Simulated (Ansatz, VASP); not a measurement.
# LiBi2I2O2 in VASP and in Ansatz

File INCAR:

```
SYSTEM = LiBi2I2O2
  PREC = Accurate
  ENCUT = 550
  EDIFF = 1E-6
  ISMEAR = 0
  SIGMA = 0.05
  LREAL = .FALSE.
  LASPH = .TRUE.
  NELM = 60
  ALGO = Normal
  ISIF = 2
  LWAVE = .FALSE.
  LCHARG = .FALSE.
  GGA = RP
```

The input KPOINTS:

```
regular mesh
0
G
  6 6 3
  0 0 0
```

Contents of POSCAR:

```
LiBi2I2O2
1.0
    4.2328230000      0.0000000000      0.0000000000
    0.0000000000      4.2328230000      0.0000000000
    0.0000000000      0.0000000000      9.9999390000
Bi I O Li
2 2 2 1
Cartesian
    0.0000000000      2.1164115000      1.0817634012
    2.1164115000      0.0000000000      8.9181755988
    2.1164115000      0.0000000000      3.2249703276
    0.0000000000      2.1164115000      6.7749686724
    0.0000000000      0.0000000000      0.0000000000
    2.1164115000      2.1164115000      0.0000000000
    0.0000000000      0.0000000000      4.9999695000
```

input.yaml

```yaml
crystal:
  lattice:
    - [4.232823, 0.0, 0.0]
    - [0.0, 4.232823, 0.0]
    - [0.0, 0.0, 9.999939]
  atoms:
    - { symbol: Bi, position: [0.0, 0.5, 0.108177] }
    - { symbol: Bi, position: [0.5, 0.0, 0.891823] }
    - { symbol: I, position: [0.5, 0.0, 0.322499] }
    - { symbol: I, position: [0.0, 0.5, 0.677501] }
    - { symbol: O, position: [0.0, 0.0, 0.0] }
    - { symbol: O, position: [0.5, 0.5, 0.0] }
    - { symbol: Li, position: [0.0, 0.0, 0.5] }
hamiltonian:
  xc: rpbe
  pseudopotentials: { kind: paw }
kpoints:
  mp_grid: { grid: [6, 6, 3] }
scf:
  occupations: { method: gaussian, width: 0.05 }
output:
  forces: true
  stress: true
  eigenvalues: true
  write_density: true
  write_potential: true
  elf: true
  volumetric_format: npy
```

The cell comes from a database or a generator and needn't be the stable form of this composition.

Alike in both runs: task single point; functional RPBE; k mesh 6 × 6 × 3; occupations gaussian, width 0.05 eV; no spin polarisation.

|  | VASP | Ansatz |
| --- | --- | --- |
| version | VASP 6.6.1 | Ansatz 0.2.0 |
| potentials or method | VASP PAW PBE potentials, release 64 (Bi_d_GW, I_GW, O_GW, Li_GW) | Ansatz PAW |
| plane-wave cutoff (eV) | 550 | 420 |
| valence electrons in the cell | 61 | 79 |

Ansatz gave:

* gap on the k mesh at the Fermi level (eV): none
* pressure (GPa): 2.0
* largest component of the traceless stress (GPa): 0.20
* rms of the force components (eV/Å): 0.055

Task: Which values does VASP return?

Result: gap on the k mesh at the Fermi level (eV): none; pressure (GPa): 1.9; largest component of the traceless stress (GPa): 0.21; rms of the force components (eV/Å): 0.057.

Atom by atom the forces differ by 0.002 eV/Å (rms over components). A gap of «none» marks a metal or a gap that the smearing closes. The two sets of potentials don't hold the same shells in valence.

Caveats: spin-orbit coupling is left out, which moves the levels of the heavy elements; an odd number of electrons without spin polarisation forces a metal; a magnetic or distorted state may lie lower; the PAW data sets were made with another functional, which shifts forces and pressure a little (VASP); the PAW data sets come from PBE, with cores solved anew for the run's functional, which leaves a small shift of forces and pressure (Ansatz).
